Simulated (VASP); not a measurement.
Here is the system:

```
CELL_PARAMETERS angstrom
      0.00000     2.91885     2.91885
      2.91885     0.00000     2.91885
      2.91885     2.91885     0.00000
ATOMIC_POSITIONS crystal
  Na 0.00000 0.00000 0.00000
  Cl 0.50000 0.50000 0.50000
```

Calculation: RPBE GGA, VASP's PBE PAW potentials (set 64) (plane waves; VASP). Settings: 520 eV cut-off, Gaussian smearing of 0.050 eV, potentials Na_pv Cl.

### Question
Estimate the band gap (along the path) with the smallest direct gap where there is one.

### Answer

| Quantity | Value |
|---|---|
| band gap (along the path) | 5.06 eV |
| smallest direct gap (along the path) | 5.06 eV |

Total energies compare only between runs with the same potentials, cut-off and functional.

The compound is NaCl in the rock salt structure. It was relaxed first, which changed the volume by +11 %.
